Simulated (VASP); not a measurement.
A run of VASP 6.6.1 is set up as follows.

File INCAR:

```
SYSTEM = TeRu
PREC = Accurate
ENCUT = 520
EDIFF = 1E-6
ISMEAR = 0
SIGMA = 0.05
LREAL = .False.
LASPH = .True.
NELM = 60
ALGO = Normal
ISIF = 2
LWAVE = .False.
LCHARG = .False.
ISPIN = 2
MAGMOM = 1 0
LORBIT = 11
NUPDOWN = 2
LMAXMIX = 4
LDAU = .True.
LDAUTYPE = 2
LDAUL = 2 -1
LDAUU = 4 0
LDAUJ = 0 0
LDAUPRINT = 1
GGA = PS
```

The input KPOINTS:

```
Automatic mesh
0
Gamma
  6 6 5
  0 0 0
```

File POSCAR:

```
TeRu
1.0
    3.7950828900      0.0000000000      0.0000000000
   -1.8975414500      3.2866381900      0.0000000000
    0.0000000000      0.0000000000      3.7038128800
Ru Te
1 1
Direct
    0.0000000000      0.0000000000      0.0000000000
    0.6666666667      0.3333333333      0.5000000000
```

Potentials or basis: VASP PAW PBE potentials, release 64 (Ru_pv, Te).

Launch:

```sh
$ cat potpaw_PBE.64/Ru_pv/POTCAR potpaw_PBE.64/Te/POTCAR > POTCAR
$ mpirun -np 1 vasp_std > vasp.out
```

(1) Predict the pressure.

Results:

(1) -10.7 GPa.

Caveat: the PAW data sets were made with another functional, which shifts forces and pressure a little; the total moment is fixed, so each spin has its own Fermi level; the U is typed as a test and isn't derived for this compound.
